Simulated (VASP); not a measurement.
Level of theory: LDA (Ceperley-Alder, Perdew-Zunger), VASP's LDA PAW potentials (set 64) (plane waves; VASP).

The input files of a VASP run:

POSCAR:
```
Na2S
1.0
  0.0000000000   3.1833606371   3.1833606371
  3.1833606371   0.0000000000   3.1833606371
  3.1833606371   3.1833606371   0.0000000000
Na S
2 1
Direct
  0.2500000000   0.2500000000   0.2500000000
  0.7500000000   0.7500000000   0.7500000000
  0.0000000000   0.0000000000   1.0000000000
```

INCAR:
```
NELM = 100   # most electronic steps
LREAL = .FALSE.
LASPH = .TRUE.   # aspherical one-centre terms
ENCUT = 400   # plane-wave cut-off (eV)
ISIF = 2   # forces and stress, cell fixed
ISMEAR = 0   # Gaussian
SYSTEM = Na2S
ALGO = Normal
EDIFF = 1E-8   # SCF stop (eV)
LWAVE = .FALSE.
EDIFFG = -0.001
IBRION = 1   # quasi-Newton
SIGMA = 0.05
LCHARG = .FALSE.
NSW = 30
PREC = Accurate
```

**KPOINTS**
```
Automatic mesh
0
Gamma
  6 6 6
0 0 0
```

POTCAR, in this order: Na_pv S (LDA.64 set). Program: vasp_std.

### Question
What will the output report for the number of irreducible k-points (NKPTS), largest plane-wave count, number of space-group operations, FFT grid (NGX, NGY, NGZ)?

### Answer

* **number of irreducible k-points (NKPTS)**: 16
* **largest plane-wave count**: 1211
* **number of space-group operations**: 48
* **FFT grid (NGX, NGY, NGZ)**: 30 × 30 × 30

The compound is Na2S in the antifluorite structure. It was relaxed first, which changed the volume by -8 %. The start is the result of an earlier pass.
